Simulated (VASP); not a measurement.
```xyz
3
Lattice="1.8069 -3.1297 0.0000 1.8069 3.1297 0.0000 0.0000 0.0000 5.8320" Properties=species:S:1:pos:R:3 pbc="T T T"
Hf     0.0000     0.0000     5.8320
S      1.8069     1.0432     1.4537
S      1.8069    -1.0432     4.3783
```

All values below come from optB86b-vdW, VASP's PBE PAW potentials (set 64) (plane waves; VASP). Settings: 520 eV cut-off, Gaussian smearing of 0.050 eV, potentials Hf_pv S.

Unless said otherwise, spin-orbit coupling is left out, though it shifts the bands of the heavy elements here.

**Question.** Give the energies of bands 6 to 14 at the high-symmetry points, in eV from the valence-band maximum.

**Answer.** 
```
band      Γ      M      K      A      L      H
----  -----  -----  -----  -----  -----  -----
6     -4.93  -4.95  -4.14  -3.68  -5.08  -3.81
7     -2.81  -2.91  -3.61  -2.77  -3.62  -3.81
8     -2.81  -2.63  -3.61  -2.77  -2.70  -3.78
9     -0.13  -2.52  -2.26  -2.01  -2.46  -2.34
10    -0.13  -2.11  -2.26  -0.28  -1.10  -1.89
11    -0.01  -1.40  -1.71  -0.28  -0.93  -1.89
12     1.89   1.08   2.51   1.84   0.93   2.72
13     1.89   3.97   3.61   1.84   3.95   3.20
14     2.45   4.04   3.61   2.76   4.08   3.20
```

The gap is indirect, 0.93 eV, from the valence maximum at K-Γ at 0.89 to the conduction minimum at L.

Measured: gap 1.80 eV (computed value off by -0.87 eV), as given by Miłosz Rybak et al., Nanomaterials (2022), arXiv:2210.12074.

The compound is HfS2 in the 1T layered structure. It was relaxed first.
